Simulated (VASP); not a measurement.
# Gap of Selenium, level by level, part 6 of 7

How does the gap of Selenium depend on the functional? The start is a cell from a database of measured crystal structures.

VASP 6.6.1, plane waves and PAW; the level of theory is named at each step.

Still holding for the runs below: Spin-orbit coupling is off here; it would split degenerate levels.

So far, least gap on mesh and path (eV): step 2 (bands, level LDA, k 4×4×3) 0.913; step 7 (bands, level TPSS, k 4×4×3) 1.10; step 8 (bands, level AM05, k 4×4×3) 0.971; step 10 (bands, level HSE06, k 4×4×3) 1.78; step 11 (bands, level r2SCANh, k 4×4×3) 1.72.

## 13. Bands with PBE-EpsX, k 4×4×3

This step: PBE-EpsX, exact-exchange share 1/11.09; plane waves and PAW (Se) (VASP 6.6.1).

Here the share of exact exchange is set to the inverse of the computed dielectric constant, since screening weakens exchange.

Contents of INCAR:

```
SYSTEM = Se
PREC = Accurate
ENCUT = 400
EDIFF = 1E-06
NELM = 100
ISMEAR = 0
SIGMA = 0.02
LREAL = .FALSE.
ALGO = Normal
LHFCALC = .TRUE.
AEXX = 0.09
GGA = PE
LASPH = .TRUE.
NBANDS = 15
PRECFOCK = Fast
HFRCUT = -1
LORBIT = 11
LWAVE = .FALSE.
LCHARG = .FALSE.
KPAR = 4
```

Contents of POSCAR:

```
Se
1.0
    4.3662000000      0.0000000000      0.0000000000
   -2.1831000000      3.7812401180      0.0000000000
    0.0000000000      0.0000000000      4.9536000000
Se
3
Direct
    0.2254000000      0.0000000000      0.3333333333
    0.0000000000      0.2254000000      0.6666666667
    0.7746000000      0.7746000000      0.0000000000
```

Contents of KPOINTS:

```
Automatic mesh
0
Gamma
4 4 3
0 0 0
```

Contents of KPOINTS_OPT:

```
Line mode
6
Line-mode
Reciprocal
  0.00000000   0.00000000   0.00000000 GAMMA
  0.50000000   0.00000000   0.00000000 M

  0.50000000   0.00000000   0.00000000 M
  0.33333333   0.33333333   0.00000000 K

  0.33333333   0.33333333   0.00000000 K
  0.00000000   0.00000000   0.00000000 GAMMA

  0.00000000   0.00000000   0.00000000 GAMMA
  0.00000000   0.00000000   0.50000000 A

  0.00000000   0.00000000   0.50000000 A
  0.50000000   0.00000000   0.50000000 L

  0.50000000   0.00000000   0.50000000 L
  0.33333333   0.33333333   0.50000000 H

  0.33333333   0.33333333   0.50000000 H
  0.00000000   0.00000000   0.50000000 A

  0.50000000   0.00000000   0.50000000 L
  0.50000000   0.00000000   0.00000000 M

  0.33333333   0.33333333   0.00000000 K
  0.33333333   0.33333333   0.50000000 H
```

The projector-augmented-wave data sets are Se (PBE family, release 64).

The run is started by

```
$ mpirun -np 4 vasp_std
```

Numbers of over 12 decimals in the logs are rounded to 6 here.

Output:

```text
[banner, memory and clock lines left out]
running    4 mpi-ranks, on    1 nodes
[...]
LDA part: xc-table for (Slater+PW92), standard interpolation
 found WAVECAR, reading the header
 POSCAR, INCAR and KPOINTS ok, starting setup
[...]
HFRCUT set to (new)   9.785969
 reading WAVECAR
 the WAVECAR file was read successfully
 initial charge from wavefunction
 entering main loop
       N       E                     dE             d eps       ncg     rms          rms(c)
DAV:   1    -0.119926747236E+02   -0.11993E+02   -0.10412E-01   270   0.220E+00    0.680E-01
DAV:   2    -0.119936145787E+02   -0.93986E-03   -0.46120E-03   298   0.416E-01    0.408E-01
DAV:   3    -0.119933246991E+02    0.28988E-03   -0.28069E-04   375   0.104E-01    0.232E-01
DAV:   4    -0.119932417218E+02    0.82977E-04   -0.76551E-05   368   0.557E-02    0.127E-01
DAV:   5    -0.119932195601E+02    0.22162E-04   -0.14584E-05   354   0.254E-02    0.721E-02
DAV:   6    -0.119932139584E+02    0.56016E-05   -0.37374E-06   347   0.131E-02    0.409E-02
DAV:   7    -0.119932129869E+02    0.97152E-06   -0.10856E-06   219   0.746E-03
   1 F= -.11993213E+02 E0= -.11993213E+02  d E =-.938877E-23
 Start KPOINTS_OPT (optional k-point list driver)
k-point batch [1-9\54]
       N       E                     dE             ncg
DAV:   1     0.139547124818E+03   -0.24735E+04      270
DAV:   2    -0.623372511848E+03   -0.76292E+03      347
DAV:   3    -0.682818746759E+03   -0.59446E+02      319
DAV:   4    -0.683472280768E+03   -0.65353E+00      368
DAV:   5    -0.683476186254E+03   -0.39055E-02      382
DAV:   6    -0.683476225769E+03   -0.39515E-04      361
DAV:   7    -0.683476226331E+03   -0.56216E-06      312
[...]
k-point batch [46-54\54]
       N       E                     dE             ncg
DAV:   1     0.814934866064E+02   -0.43591E+04      270
DAV:   2    -0.641232723586E+03   -0.72273E+03      354
DAV:   3    -0.696228943557E+03   -0.54996E+02      305
DAV:   4    -0.696879078574E+03   -0.65014E+00      361
DAV:   5    -0.696883157415E+03   -0.40788E-02      368
DAV:   6    -0.696883192666E+03   -0.35251E-04      375
DAV:   7    -0.696883193091E+03   -0.42543E-06      296
```

Run time: 72 s. Hardware: 4 MPI ranks of Intel Xeon 6975P-C (Granite Rapids), shared host; peak memory 0.71 GiB.

Parts of OUTCAR (step 13):

```text
 POSITION                                       TOTAL-FORCE (eV/Angst)
 -----------------------------------------------------------------------------------
      0.98414      0.00000      1.65120         0.167257     -0.000000     -0.000000
     -0.49207      0.85229      3.30240        -0.083628      0.144849      0.000000
      1.69103      2.92895      0.00000        -0.083628     -0.144849     -0.000000
 -----------------------------------------------------------------------------------
    total drift:                               -0.000000     -0.000003      0.000000

  FREE ENERGIE OF THE ION-ELECTRON SYSTEM (eV)
  ---------------------------------------------------
  free  energy   TOTEN  =       -11.9932129869 eV

  energy  without entropy=      -11.9932129869  energy(sigma->0) =      -11.99321299

[... 2 parts as in an earlier step ...]

[... 1 further part left out ...]
[key lines of the parts left out:]
E-fermi :   2.1899
```

The share of exact exchange rests on that dielectric constant; a constant that is too large makes it too small.

Electronic bands along the path, in eV, zero at the valence-band top; v1 is the highest filled band, c1 the lowest empty one:

```tsv
point	v4	v3	v2	v1	c1	c2	c3	c4
Γ	-3.93	-2.22	-2.22	-0.54	2.39	2.39	2.67	6.68
0.60 of the way	-3.79	-2.32	-1.83	-1.00	2.39	2.60	3.63	6.23
M	-3.64	-3.07	-1.90	-1.12	2.41	2.82	4.67	5.76
0.40 of the way	-3.47	-3.05	-2.12	-1.39	2.67	3.21	4.52	6.06
K	-2.99	-2.99	-2.82	-1.78	3.57	3.57	4.27	6.38
0.60 of the way	-3.63	-2.26	-1.71	-0.94	2.45	2.48	3.15	6.38
Γ	-3.93	-2.22	-2.22	-0.54	2.39	2.39	2.67	6.68
0.60 of the way	-3.60	-2.05	-1.60	-1.12	1.81	1.91	2.05	7.09
A	-3.53	-1.69	-1.69	-1.26	1.67	1.67	1.73	6.77
0.60 of the way	-4.19	-1.91	-1.41	-0.81	2.14	2.69	3.27	6.90
L	-4.44	-2.06	-1.48	0.00	2.09	3.20	3.48	6.79
0.60 of the way	-4.96	-1.18	-1.03	-0.06	1.74	3.16	3.35	6.95
H	-5.20	-1.07	-0.27	-0.27	1.45	3.23	3.23	7.16
0.60 of the way	-4.11	-1.56	-1.42	-1.27	1.88	2.49	2.90	6.97
A	-3.53	-1.69	-1.69	-1.26	1.67	1.67	1.73	6.77
jump to L	-4.44	-2.06	-1.48	0.00	2.09	3.20	3.48	6.79
0.40 of the way	-3.99	-2.03	-1.87	-0.67	2.29	3.16	3.87	6.75
M	-3.64	-3.07	-1.90	-1.12	2.41	2.82	4.67	5.76
jump to K	-2.99	-2.99	-2.82	-1.78	3.57	3.57	4.27	6.38
0.40 of the way	-3.75	-2.89	-1.82	-0.90	2.96	3.74	3.85	6.97
H	-5.20	-1.07	-0.27	-0.27	1.45	3.23	3.23	7.16
```

The electronic bands as a text plot (rows in eV, shown from -6.2 to 5.8 only):

```
    5.5 |      ++                                          +
    5.0 |
    4.5 |     +++++                                       ++
    4.0 |          ++++                                 ++  ++
    3.5 |    +    +++++++              ++++++ ++++     +    ++++
    3.0 | +++  ++++  +++++++          +++++++++++++    +++++ + ++
    2.5 |+++++++++     ++++++++     +++           +     ++++  +
    2.0 |                     ++++ +++++++++    +++++  +       +
    1.5 |                        +++        ++++   ++++         +
    1.0 |
    0.5 |
    0.0 |                                ****                  *
   -0.5 |**               ****         **   ****       **     ***
   -1.0 |  ******        *    ***     *     ******       *** ** *
   -1.4 |        **  ****      *************    ********    *  *
   -1.9 | ******** **  ***** ***** ********            ***** *
   -2.4 |**  *    ** *********                           *  * *
   -2.9 |     *********                                   ****
   -3.4 |      ****  *****     *****                 **    **
   -3.9 |******           *******  ***            ***   ***  *
   -4.4 | ****           *** **       *****     **     *      *
   -4.9 |  ** ****** *****     *****      *** **** ****** ***  *
   -5.4 |    ************           **       *    *      ********
   -5.9 |                             ************     **      **
         Γ      M   K       Γ     A      L   H      A|L   M|K   H
```

The gap is 1.45 eV, indirect, from L to H. Against LDA that is +0.53 eV; this run took 7.5 times the core time, on fewer points of the path.

## 14. Bands with HSEsol, k 4×4×3

This step: HSEsol; plane waves and PAW (Se) (VASP 6.6.1).

HSEsol is the screened hybrid built on PBEsol.

Changes to INCAR since step 13:

```diff
@@ -10,4 +10,5 @@
 LHFCALC = .TRUE.
-AEXX = 0.09
-GGA = PE
+AEXX = 0.25
+GGA = PS
+HFSCREEN = 0.2
 LASPH = .TRUE.
@@ -15,3 +16,2 @@
 PRECFOCK = Fast
-HFRCUT = -1
 LORBIT = 11
```

POSCAR is that of step 13.

KPOINTS is that of step 13.

KPOINTS_OPT is that of step 13.

The run is started by

```
$ mpirun -np 4 vasp_std
```

Output:

```text
[banner, memory and clock lines left out]
running    4 mpi-ranks, on    1 nodes
[...]
[... a notice as in an earlier step ...]

 LDA part: xc-table for (Slater+PW92), standard interpolation
 found WAVECAR, reading the header
 POSCAR, INCAR and KPOINTS ok, starting setup
[...]
reading WAVECAR
 the WAVECAR file was read successfully
 initial charge from wavefunction
 entering main loop
       N       E                     dE             d eps       ncg     rms          rms(c)
DAV:   1    -0.139793431035E+02   -0.13979E+02   -0.61731E-01   270   0.608E+00    0.185E+00
DAV:   2    -0.139854099399E+02   -0.60668E-02   -0.27708E-02   312   0.102E+00    0.117E+00
DAV:   3    -0.139828502688E+02    0.25597E-02   -0.25911E-03   375   0.297E-01    0.663E-01
DAV:   4    -0.139821020852E+02    0.74818E-03   -0.90566E-04   354   0.181E-01    0.344E-01
[...]
DAV:   8    -0.139818189238E+02    0.51843E-05   -0.35581E-06   361   0.125E-02    0.275E-02
DAV:   9    -0.139818175382E+02    0.13856E-05   -0.10151E-06   247   0.690E-03    0.148E-02
DAV:  10    -0.139818172551E+02    0.28317E-06   -0.39949E-07   233   0.465E-03
   1 F= -.13981817E+02 E0= -.13981817E+02  d E =-.785168E-22
 Start KPOINTS_OPT (optional k-point list driver)
k-point batch [1-9\54]
       N       E                     dE             ncg
DAV:   1     0.653560721746E+02   -0.25477E+04      270
DAV:   2    -0.707244518942E+03   -0.77260E+03      340
DAV:   3    -0.789677207357E+03   -0.82433E+02      319
DAV:   4    -0.790966564202E+03   -0.12894E+01      368
DAV:   5    -0.790976862838E+03   -0.10299E-01      340
DAV:   6    -0.790976943898E+03   -0.81060E-04      333
DAV:   7    -0.790976944894E+03   -0.99688E-06      271
[...]
k-point batch [46-54\54]
       N       E                     dE             ncg
DAV:   1     0.541931767253E+01   -0.44351E+04      270
DAV:   2    -0.727590851566E+03   -0.73301E+03      340
DAV:   3    -0.803398221345E+03   -0.75807E+02      312
DAV:   4    -0.804678372408E+03   -0.12802E+01      340
DAV:   5    -0.804689694519E+03   -0.11322E-01      361
DAV:   6    -0.804689777822E+03   -0.83303E-04      326
DAV:   7    -0.804689778636E+03   -0.81373E-06      261
```

Elapsed: 82 s, on 4 MPI ranks; peak memory 1.1 GiB.

From OUTCAR (step 14):

```text
 POSITION                                       TOTAL-FORCE (eV/Angst)
 -----------------------------------------------------------------------------------
      0.98414      0.00000      1.65120        -0.249198      0.000000     -0.000000
     -0.49207      0.85229      3.30240         0.124599     -0.215812      0.000000
      1.69103      2.92895      0.00000         0.124599      0.215812      0.000000
 -----------------------------------------------------------------------------------
    total drift:                               -0.000001     -0.000002      0.000000

  FREE ENERGIE OF THE ION-ELECTRON SYSTEM (eV)
  ---------------------------------------------------
  free  energy   TOTEN  =       -13.9818172551 eV

  energy  without entropy=      -13.9818172551  energy(sigma->0) =      -13.98181726

[... 2 parts as in an earlier step ...]

[... 1 further part left out ...]
[key lines of the parts left out:]
E-fermi :   1.8578
```

Electronic bands along the path, in eV, zero at the valence-band top; v1 is the highest filled band, c1 the lowest empty one:

```tsv
point	v4	v3	v2	v1	c1	c2	c3	c4
Γ	-4.10	-2.40	-2.40	-0.61	2.69	2.69	2.97	6.88
0.60 of the way	-3.98	-2.46	-1.91	-1.09	2.66	2.87	3.95	6.45
M	-3.84	-3.22	-1.99	-1.21	2.66	3.10	5.05	5.96
0.40 of the way	-3.65	-3.20	-2.22	-1.49	2.93	3.51	4.88	6.28
K	-3.16	-3.16	-2.90	-1.90	3.87	3.87	4.62	6.58
0.60 of the way	-3.78	-2.42	-1.80	-1.03	2.71	2.75	3.47	6.60
Γ	-4.10	-2.40	-2.40	-0.61	2.69	2.69	2.97	6.88
0.60 of the way	-3.73	-2.20	-1.73	-1.23	2.04	2.17	2.28	7.36
A	-3.67	-1.83	-1.83	-1.38	1.88	1.88	1.98	7.05
0.60 of the way	-4.37	-2.02	-1.52	-0.83	2.38	2.94	3.59	7.15
L	-4.65	-2.16	-1.58	0.00	2.36	3.46	3.84	7.06
0.60 of the way	-5.23	-1.29	-1.07	-0.06	2.00	3.47	3.70	7.19
H	-5.49	-1.18	-0.28	-0.28	1.72	3.56	3.56	7.39
0.60 of the way	-4.30	-1.66	-1.47	-1.38	2.12	2.75	3.18	7.21
A	-3.67	-1.83	-1.83	-1.38	1.88	1.88	1.98	7.05
jump to L	-4.65	-2.16	-1.58	0.00	2.36	3.46	3.84	7.06
0.40 of the way	-4.17	-2.15	-1.95	-0.68	2.51	3.46	4.20	7.02
M	-3.84	-3.22	-1.99	-1.21	2.66	3.10	5.05	5.96
jump to K	-3.16	-3.16	-2.90	-1.90	3.87	3.87	4.62	6.58
0.40 of the way	-3.92	-3.04	-1.89	-0.94	3.22	4.07	4.18	7.20
H	-5.49	-1.18	-0.28	-0.28	1.72	3.56	3.56	7.39
```

The electronic bands as a text plot (rows in eV, shown from -6.5 to 6.0 only):

```
    5.7 |      ++                                          +
    5.2 |      ++                                         ++
    4.7 |     +  ++++++                                  +  +
    4.1 |    +     + ++++                              ++   +++
    3.6 |  ++    ++++++  +            ++++++++++++     ++   + +++
    3.1 |++  ++++++    ++ ++++      +++++       +++      +++ +
    2.6 |++++++++        ++++++     ++++++        +    +++++  +
    2.1 |                     ++++++++    ++  +++++++++        +
    1.6 |                                   ++                  +
    1.0 |
    0.5 |
    0.0 |                                ****          *       *
   -0.5 |**               ****         **   ****        *     ***
   -1.0 |  ******        *    ***     *     ******       *** ** *
   -1.6 |        **  *****     *************    ********    *  *
   -2.1 | ******** **  ** ** **************          ******* **
   -2.6 |**  *    ** *********                           *  *
   -3.1 |     *********                                   ****
   -3.6 |      ****  *******  ******               ****    **
   -4.2 |******           *****     ***           *     ***  *
   -4.7 | ****           ***  *       *****     **     *      *
   -5.2 |  ** ************     *****      *** **** ****** ***  *
   -5.7 |    ******* **             **      **    *      ********
   -6.2 |                             ************     **      **
         Γ      M   K       Γ     A      L   H      A|L   M|K   H
```

The gap is 1.72 eV, indirect, from L to H. Against LDA that is +0.81 eV; this run took 8.5 times the core time, on fewer points of the path.

## 15. Bands with r2SCAN-EpsX, k 4×4×3

This step: r2SCAN-EpsX, exact-exchange share 1/11.09; plane waves and PAW (Se) (VASP 6.6.1).

Here the share of exact exchange is set to the inverse of the computed dielectric constant, since screening weakens exchange.

Changes to INCAR since step 14:

```diff
@@ -10,5 +10,4 @@
 LHFCALC = .TRUE.
-AEXX = 0.25
-GGA = PS
-HFSCREEN = 0.2
+AEXX = 0.09
+METAGGA = R2SCAN
 LASPH = .TRUE.
@@ -16,2 +15,3 @@
 PRECFOCK = Fast
+HFRCUT = -1
 LORBIT = 11
```

POSCAR is that of step 14.

KPOINTS is that of step 14.

KPOINTS_OPT is that of step 14.

The run is started by

```
$ mpirun -np 4 vasp_std
```

Output:

```text
[... set-up lines as in an earlier step ...]
 entering main loop
       N       E                     dE             d eps       ncg     rms          rms(c)
DAV:   1    -0.416752748895E+02   -0.41675E+02   -0.52743E-01   270   0.624E+00    0.141E+00
DAV:   2    -0.416799931743E+02   -0.47183E-02   -0.18611E-02   375   0.886E-01    0.847E-01
DAV:   3    -0.416793191350E+02    0.67404E-03   -0.77031E-04   375   0.218E-01    0.488E-01
DAV:   4    -0.416791256805E+02    0.19345E-03   -0.27013E-04   375   0.128E-01    0.269E-01
DAV:   5    -0.416790780068E+02    0.47674E-04   -0.51771E-05   382   0.577E-02    0.153E-01
DAV:   6    -0.416790661401E+02    0.11867E-04   -0.14949E-05   375   0.328E-02    0.865E-02
DAV:   7    -0.416790642554E+02    0.18847E-05   -0.53453E-06   375   0.205E-02    0.489E-02
DAV:   8    -0.416790645869E+02   -0.33149E-06   -0.18612E-06   284   0.127E-02
   1 F= -.41679065E+02 E0= -.41679065E+02  d E =-.129074E-25
 Start KPOINTS_OPT (optional k-point list driver)
k-point batch [1-9\54]
       N       E                     dE             ncg
DAV:   1     0.969505926107E+02   -0.25161E+04      270
DAV:   2    -0.695099541132E+03   -0.79205E+03      347
DAV:   3    -0.755164256170E+03   -0.60065E+02      319
DAV:   4    -0.755797674876E+03   -0.63342E+00      368
DAV:   5    -0.755801321477E+03   -0.36466E-02      382
DAV:   6    -0.755801358953E+03   -0.37476E-04      354
DAV:   7    -0.755801359518E+03   -0.56544E-06      313
[...]
k-point batch [46-54\54]
       N       E                     dE             ncg
DAV:   1     0.369891757649E+02   -0.44036E+04      270
DAV:   2    -0.712820323622E+03   -0.74981E+03      354
DAV:   3    -0.768331061217E+03   -0.55511E+02      305
DAV:   4    -0.768960869132E+03   -0.62981E+00      354
DAV:   5    -0.768964670954E+03   -0.38018E-02      375
DAV:   6    -0.768964704072E+03   -0.33117E-04      375
DAV:   7    -0.768964704476E+03   -0.40450E-06      296
```

Wall time 80 s (4 MPI ranks); peak memory 0.68 GiB; 5.2 min of CPU time.

Parts of OUTCAR (step 15):

```text
 POSITION                                       TOTAL-FORCE (eV/Angst)
 -----------------------------------------------------------------------------------
      0.98414      0.00000      1.65120        -0.144746      0.000000      0.000000
     -0.49207      0.85229      3.30240         0.072373     -0.125353     -0.000000
      1.69103      2.92895      0.00000         0.072373      0.125353      0.000000
 -----------------------------------------------------------------------------------
    total drift:                               -0.000002     -0.000005      0.000000

  FREE ENERGIE OF THE ION-ELECTRON SYSTEM (eV)
  ---------------------------------------------------
  free  energy   TOTEN  =       -41.6790645869 eV

  energy  without entropy=      -41.6790645869  energy(sigma->0) =      -41.67906459

[... 2 parts as in an earlier step ...]

[... 1 further part left out ...]
[key lines of the parts left out:]
E-fermi :   1.9406
```

Electronic bands along the path, in eV, zero at the valence-band top; v1 is the highest filled band, c1 the lowest empty one:

```tsv
point	v4	v3	v2	v1	c1	c2	c3	c4
Γ	-4.03	-2.31	-2.31	-0.58	2.60	2.60	2.87	7.22
0.60 of the way	-3.89	-2.40	-1.90	-1.05	2.61	2.83	3.85	6.59
M	-3.74	-3.13	-1.97	-1.17	2.63	3.04	4.90	6.11
0.40 of the way	-3.56	-3.11	-2.19	-1.44	2.89	3.43	4.75	6.42
K	-3.07	-3.07	-2.89	-1.83	3.78	3.78	4.49	6.76
0.60 of the way	-3.73	-2.34	-1.78	-0.98	2.68	2.69	3.36	6.79
Γ	-4.03	-2.31	-2.31	-0.58	2.60	2.60	2.87	7.22
0.60 of the way	-3.72	-2.11	-1.68	-1.16	2.04	2.09	2.26	7.54
A	-3.65	-1.74	-1.74	-1.33	1.88	1.88	1.89	7.24
0.60 of the way	-4.31	-1.94	-1.47	-0.82	2.32	2.88	3.48	7.28
L	-4.57	-2.09	-1.53	0.00	2.29	3.40	3.69	7.16
0.60 of the way	-5.10	-1.24	-1.04	-0.06	1.95	3.38	3.57	7.33
H	-5.34	-1.14	-0.29	-0.29	1.67	3.45	3.45	7.55
0.60 of the way	-4.24	-1.61	-1.43	-1.33	2.07	2.68	3.12	7.35
A	-3.65	-1.74	-1.74	-1.33	1.88	1.88	1.89	7.24
jump to L	-4.57	-2.09	-1.53	0.00	2.29	3.40	3.69	7.16
0.40 of the way	-4.10	-2.08	-1.92	-0.67	2.49	3.37	4.09	7.12
M	-3.74	-3.13	-1.97	-1.17	2.63	3.04	4.90	6.11
jump to K	-3.07	-3.07	-2.89	-1.83	3.78	3.78	4.49	6.76
0.40 of the way	-3.85	-2.95	-1.87	-0.93	3.16	3.96	4.07	7.38
H	-5.34	-1.14	-0.29	-0.29	1.67	3.45	3.45	7.55
```

The electronic bands as a text plot (rows in eV, shown from -6.4 to 6.1 only):

```
    5.9 |      ++                                          +
    5.3 |
    4.8 |     +++++                                       ++
    4.3 |          ++++                                 ++  ++
    3.8 |    +    +++++++              +++++  ++++     +    ++++
    3.3 |  ++  ++++  +++++++          +++++++++++++    +++++ + ++
    2.7 |+++++++++     ++++++++     +++           +     ++++  +
    2.2 |                     ++++ +++++++++    +++++  +       +
    1.7 |                        ++         ++++   ++++         +
    1.2 |
    0.7 |
    0.1 |                                ***
   -0.4 |*                  *          **   ****       *      ***
   -0.9 | *****          *** ****     *     ******      **   * **
   -1.4 |      ****    **      *************  **********  *** **
   -1.9 | ******** ********* **************        ********* *
   -2.5 |*****    ** **********                          *  * *
   -3.0 |     *********                                   ** *
   -3.5 |      ****  *****     ****                  **    **
   -4.0 |******           *******  ***            ***   ***  *
   -4.5 | ***            *** **       *****     ***    *      *
   -5.1 |  ********* *****     ****       *** ****   **** ***  *
   -5.6 |    ************          ***       *    ***    ********
   -6.1 |                             ************     **      **
         Γ      M   K       Γ     A      L   H      A|L   M|K   H
```

The gap is 1.67 eV, indirect, from L to H. Against LDA that is +0.76 eV; this run took 8.3 times the core time, on fewer points of the path.

(Continued in part 7 of 7.)

[Lines on the potential files, build, host, timing and source positions are cut from VASP's logs without a mark.]

[Logs are printed without paths, hosts, clocks, repeated set-up lines and the standing remarks that a program may print on its own settings, such as how far it seeks lower states.]

[Hosts, paths, dates, database ids (printed as entryN), source tags and the programs' standing remarks are cut or masked in the printed files.]

[Measured values are set beside computed ones only where the two were judged alike; some that the calculation misses by far are left out.]
